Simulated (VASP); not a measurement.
# Mg(0001) over its thickness, part 7 of 7

How many layers does a slab of Mg(0001) need before surface energy, work function and relaxation settle?

VASP 6.6.1; PBE; plane waves and PAW (Mg).

So far. Step 20 (Relaxing the slab, layers 12): The run ended after 20 ionic steps, 0.005 eV below its first step, once the forces on the free atoms met EDIFFG = -0.01. Step 21 (The vacuum level, layers 12): The vacuum level lies 3.70 eV above the Fermi level at the upper face; both faces agree, as the slab has next to no dipole.

**22. Relaxing the slab, layers 14**

System of this step: Mg(0001). The cell holds 14 atoms: 14 Mg. Cell: a = 3.186 Å, b = 3.186 Å, c = 48.805 Å, α = 90.0°, β = 90.0°, γ = 60.0°. It derives from Mg. 14 layers of hcp Mg, cut at this functional's lattice. Vacuum lies along c.

INCAR reads:

```
SYSTEM = Mg
PREC = Normal
ENCUT = 320
EDIFF = 1E-06
NELM = 120
ISMEAR = 1
SIGMA = 0.15
LREAL = Auto
ALGO = Fast
GGA = PE
NBANDS = 28
LORBIT = 11
LWAVE = .FALSE.
LCHARG = .FALSE.
KPAR = 4
IBRION = 2
NSW = 50
ISIF = 2
EDIFFG = -0.01
POTIM = 0.4
MAXMIX = 40
```

POSCAR reads:

```
Mg
1.0
    3.1860766385      0.0000000000      0.0000000000
    1.5930383192      2.7592233073      0.0000000000
    0.0000000000      0.0000000000     48.8049434125
Mg
14
Direct
    0.6666666700      0.6666666700      0.1536729600
    0.0000000000      0.0000000000      0.2069540400
    0.6666666700      0.6666666700      0.2602351200
    0.0000000000      0.0000000000      0.3135162100
    0.6666666700      0.6666666700      0.3667972900
    0.0000000000      0.0000000000      0.4200783700
    0.6666666700      0.6666666700      0.4733594600
    0.0000000000      0.0000000000      0.5266405400
    0.6666666700      0.6666666700      0.5799216300
    0.0000000000      0.0000000000      0.6332027100
    0.6666666700      0.6666666700      0.6864837900
    0.0000000000      0.0000000000      0.7397648800
    0.6666666700      0.6666666700      0.7930459600
    0.0000000000      0.0000000000      0.8463270400
```

KPOINTS reads:

```
Automatic mesh
0
Gamma
12 12 1
0 0 0
```

PAW data sets: Mg (PBE family, release 64).

Command:

```bash
mpirun -np 4 vasp_std
```

Output:

```text
[banner, memory and clock lines left out]
running    4 mpi-ranks, on    1 nodes
[...]
LDA part: xc-table for (Slater+PW92), standard interpolation
 POSCAR, INCAR and KPOINTS ok, starting setup
[...]
entering main loop
       N       E                     dE             d eps       ncg     rms          rms(c)
DAV:   1     0.244787808691E+02    0.24479E+02   -0.58542E+03  1064   0.474E+02
DAV:   2    -0.185627894440E+02   -0.43042E+02   -0.39717E+02  1332   0.759E+01
DAV:   3    -0.206732472204E+02   -0.21105E+01   -0.20375E+01  1428   0.147E+01
DAV:   4    -0.207240320416E+02   -0.50785E-01   -0.50671E-01  1436   0.272E+00
[...]
RMM:  20    -0.204403481129E+02   -0.93603E-05   -0.27766E-07   674   0.146E-03    0.306E-04
RMM:  21    -0.204403524963E+02   -0.43834E-05   -0.11753E-07   580   0.105E-03    0.122E-04
RMM:  22    -0.204403531568E+02   -0.66056E-06   -0.24998E-08   519   0.823E-04
   1 F= -.20440353E+02 E0= -.20435994E+02  d E =-.204404E+02
[...]
4 F= -.20442018E+02 E0= -.20437572E+02  d E =-.166499E-02
   5 F= -.20442095E+02 E0= -.20437660E+02  d E =-.174170E-02
   6 F= -.20442247E+02 E0= -.20437809E+02  d E =-.152584E-03
   7 F= -.20442477E+02 E0= -.20438029E+02  d E =-.382156E-03
   8 F= -.20442482E+02 E0= -.20438033E+02  d E =-.386843E-03
   9 F= -.20442615E+02 E0= -.20438160E+02  d E =-.132950E-03
  10 F= -.20442807E+02 E0= -.20438342E+02  d E =-.324878E-03
  11 F= -.20442968E+02 E0= -.20438520E+02  d E =-.161755E-03
  12 F= -.20443363E+02 E0= -.20438962E+02  d E =-.556360E-03
  13 F= -.20443530E+02 E0= -.20439224E+02  d E =-.723301E-03
  14 F= -.20443571E+02 E0= -.20439237E+02  d E =-.764055E-03
  15 F= -.20443634E+02 E0= -.20439308E+02  d E =-.638632E-04
  16 F= -.20443820E+02 E0= -.20439516E+02  d E =-.249077E-03
  17 F= -.20444147E+02 E0= -.20439888E+02  d E =-.576579E-03
  18 F= -.20444445E+02 E0= -.20440280E+02  d E =-.874291E-03
  19 F= -.20444858E+02 E0= -.20440695E+02  d E =-.412631E-03
  20 F= -.20445384E+02 E0= -.20441232E+02  d E =-.938974E-03
  21 F= -.20445565E+02 E0= -.20441408E+02  d E =-.180806E-03
 trial-energy change:   -0.000181  1 .order   -0.000183   -0.000234   -0.000132
 step:   8.2459(harm=  8.2459)  dis= 0.00671  next Energy=   -20.445653 (dE=-0.269E-03)
 reached required accuracy - stopping structural energy minimisation
```

Run time: 6.7 min. Hardware: 4 MPI ranks of AMD EPYC 7571, shared host; peak memory 0.94 GiB; 26 min of CPU time.

From OUTCAR (step 22):

```text
  Total       -0.1824426     -0.1824426     -0.2544946      0.0000000      0.0000000      0.0000000
  in kB       -0.6812869     -0.6812869     -0.9503471      0.0000000      0.0000000      0.0000000
  external PRESSURE =      -0.7709736 kB  Pullay stress =       0.0000000 kB

 POSITION                                       TOTAL-FORCE (eV/Angst)
 -----------------------------------------------------------------------------------
      3.18608      1.83948      7.55655        -0.000000     -0.000000      0.004613
      0.00000      0.00000     10.19185        -0.000000     -0.000000      0.008384
      3.18608      1.83948     12.78256        -0.000000     -0.000000     -0.001313
      1.59304      2.75922     15.36805        -0.000000     -0.000000     -0.009282
      3.18608      1.83948     17.95222         0.000000     -0.000000      0.002146
      0.00000      0.00000     20.53768         0.000000      0.000000     -0.002042
      3.18608      1.83948     23.11007        -0.000000     -0.000000      0.007483
      0.00000      0.00000     25.69487         0.000000      0.000000     -0.007483
      3.18608      1.83948     28.26726        -0.000000      0.000000      0.002042
      0.00000      0.00000     30.85273        -0.000000      0.000000     -0.002146
      3.18608      1.83948     33.43689         0.000000     -0.000000      0.009282
      1.59304      2.75922     36.02239         0.000000      0.000000      0.001313
      3.18608      1.83948     38.61309         0.000000     -0.000000     -0.008384
      0.00000      0.00000     41.24839         0.000000     -0.000000     -0.004613
 -----------------------------------------------------------------------------------
    total drift:                                0.000124      0.000072     -0.000020

  FREE ENERGIE OF THE ION-ELECTRON SYSTEM (eV)
  ---------------------------------------------------
  free  energy   TOTEN  =       -20.4455647018 eV

  energy  without entropy=      -20.4330937924  energy(sigma->0) =      -20.44140773

[... 1 part as in an earlier step ...]

[... 3 further parts left out ...]
[key lines of the parts left out:]
E-fermi :   1.0418
```

The run ended after 21 ionic steps, 0.005 eV below its first step, once the forces on the free atoms met EDIFFG = -0.01.

**23. The vacuum level, layers 14**

Edit INCAR of step 22 so:

```diff
@@ -15,7 +15,6 @@
 KPAR = 4
-IBRION = 2
-NSW = 50
-ISIF = 2
-EDIFFG = -0.01
-POTIM = 0.4
-MAXMIX = 40
+IDIPOL = 3
+LDIPOL = .TRUE.
+DIPOL = 0.5 0.5 0.5
+LVHAR = .TRUE.
+LVACPOTAV = .TRUE.
```

POSCAR reads:

```
Mg
1.0
    3.1860766385      0.0000000000      0.0000000000
    1.5930383192      2.7592233073      0.0000000000
    0.0000000000      0.0000000000     48.8049434125
Mg
14
Direct
    0.6666666700      0.6666666700      0.1548316406
    0.0000000000      0.0000000000      0.2088282565
    0.6666666700      0.6666666700      0.2619110883
    0.0000000000      0.0000000000      0.3148872299
    0.6666666700      0.6666666700      0.3678360353
    0.0000000000      0.0000000000      0.4208114877
    0.6666666700      0.6666666700      0.4735190183
    0.0000000000      0.0000000000      0.5264809817
    0.6666666700      0.6666666700      0.5791885123
    0.0000000000      0.0000000000      0.6321639647
    0.6666666700      0.6666666700      0.6851127701
    0.0000000000      0.0000000000      0.7380889117
    0.6666666700      0.6666666700      0.7911717435
    0.0000000000      0.0000000000      0.8451683594
```

KPOINTS is that of step 22.

Command:

```bash
mpirun -np 4 vasp_std
```

Output:

```text
[... set-up lines as in an earlier step ...]
 entering main loop
       N       E                     dE             d eps       ncg     rms          rms(c)
DAV:   1     0.246855890063E+02    0.24686E+02   -0.58574E+03  1064   0.474E+02
DAV:   2    -0.185352271217E+02   -0.43221E+02   -0.39874E+02  1332   0.761E+01
DAV:   3    -0.206807761165E+02   -0.21455E+01   -0.20644E+01  1412   0.147E+01
DAV:   4    -0.207352228790E+02   -0.54447E-01   -0.54308E-01  1428   0.279E+00
[...]
RMM:  20    -0.204455593041E+02   -0.89359E-05   -0.20763E-07   804   0.141E-03    0.342E-04
RMM:  21    -0.204455638912E+02   -0.45871E-05   -0.10325E-07   659   0.104E-03    0.150E-04
RMM:  22    -0.204455648277E+02   -0.93651E-06   -0.18678E-08   520   0.815E-04
 [... a notice as in an earlier step ...]

   1 F= -.20445565E+02 E0= -.20441408E+02  d E =-.124691E-01
```

It took 71 s on 4 MPI ranks; peak memory 0.85 GiB; 4.6 min of CPU time.

Parts of OUTCAR (step 23):

```text
  Total       -0.1824352     -0.1824352     -0.2541446      0.0000000      0.0000000      0.0000000
  in kB       -0.6812592     -0.6812592     -0.9490403      0.0000000      0.0000000      0.0000000
  external PRESSURE =      -0.7705196 kB  Pullay stress =       0.0000000 kB

 POSITION                                       TOTAL-FORCE (eV/Angst)
 -----------------------------------------------------------------------------------
      3.18608      1.83948      7.55655        -0.000000     -0.000000      0.004695
      0.00000      0.00000     10.19185         0.000000     -0.000000      0.008449
      3.18608      1.83948     12.78256         0.000000      0.000000     -0.001251
      0.00000      0.00000     15.36805        -0.000000     -0.000000     -0.009307
      3.18608      1.83948     17.95222         0.000000      0.000000      0.002166
      0.00000      0.00000     20.53768         0.000000      0.000000     -0.001966
      3.18608      1.83948     23.11007         0.000000      0.000000      0.007480
      0.00000      0.00000     25.69487        -0.000000     -0.000000     -0.007480
      3.18608      1.83948     28.26726        -0.000000     -0.000000      0.001966
      0.00000      0.00000     30.85273        -0.000000     -0.000000     -0.002166
      3.18608      1.83948     33.43689        -0.000000      0.000000      0.009307
      0.00000      0.00000     36.02239        -0.000000     -0.000000      0.001251
      3.18608      1.83948     38.61309        -0.000000      0.000000     -0.008449
      0.00000      0.00000     41.24839         0.000000     -0.000000     -0.004695
 -----------------------------------------------------------------------------------
    total drift:                                0.000124      0.000072     -0.000020

  FREE ENERGIE OF THE ION-ELECTRON SYSTEM (eV)
  ---------------------------------------------------
  free  energy   TOTEN  =       -20.4455648277 eV

  energy  without entropy=      -20.4330957169  energy(sigma->0) =      -20.44140846

[... 2 parts as in an earlier step ...]

[... 1 further part left out ...]
[key lines of the parts left out:]
E-fermi :   1.0418
```

The vacuum level lies 3.71 eV above the Fermi level at the upper face; both faces agree, as the slab has next to no dipole.

The program found no field-free point at its default tolerance, but its printed level agrees with the flat part of the planar average.

**24. All thicknesses together**

This step: a metal face over its thickness, PBE; plane waves and PAW (VASP 6.6.1).

This step runs nothing: it gathers the runs above.

This step gave:

```
slope energy per layer      : -1.503 eV
surface energy from the fit : 0.5417 J/m²
```

Symmetric slabs, all atoms free; energies from the ends of the relaxations. Thickness series, by row:

```
layers  slab energy plus 1.0 eV a layer (eV)  surface energy from the bulk run (J/m²)  work function (eV)  change of the top spacing (%)
     4                                 -1.41                                   0.5644               3.808                            2.6
     5                                -1.919                                    0.563               3.767                          2.787
     6                                -2.403                                   0.5843               3.714                          1.594
     7                                -2.919                                   0.5766               3.683                         0.6392
     8                                -3.426                                   0.5762               3.647                         0.6872
     9                                -3.935                                   0.5752               3.666                          0.307
    10                                -4.441                                   0.5761               3.691                          1.378
    11                                -4.931                                   0.5922               3.709                           1.27
    12                                -5.434                                   0.5966               3.699                          1.046
    14                                -6.441                                   0.6028               3.705                          1.343
```

The third column takes -1.5074 eV an atom from the bulk run, over twice the area of 8.791 Å². The fit needs no bulk run: the intercept of energy against layers is twice the area times the surface energy.

**25. Results**

```
surface energy from the fit : 0.542 J/m²
slope energy per layer      : -1.50 eV
```

**Reading.** A straight line through the slab energies from 7 to 12 layers gives a surface energy of 0.54 J/m² for Mg(0001); with one or two rows fewer at either end it runs from 0.50 to 0.58. Its slope differs from the bulk run's energy by 4.7 meV a layer, and the value counted from the bulk run goes from 0.56 J/m² at 4 layers to 0.60 at 12. Over the series the work function lies between 3.65 and 3.81 eV, and the top spacing changes by +0.3 to +2.8 %. Slabs of more than 12 layers ran with LREAL = Auto and the others without, so they are kept out of the line. The top spacing is counted from the bulk run's spacing, and the inner spacings of a slab can differ from that too. Swings with thickness mix quantum size effects with the sampling of the mesh and the force threshold.

[Lines on the potential files, build, host, timing and source positions are cut from VASP's logs without a mark.]

[Logs are printed without paths, hosts, clocks, repeated set-up lines and the standing remarks that a program may print on its own settings, such as how far it seeks lower states.]

[Hosts, paths, dates, database ids (printed as entryN), source tags and the programs' standing remarks are cut or masked in the printed files.]

[Runs that stopped without an error message from VASP are left out.]
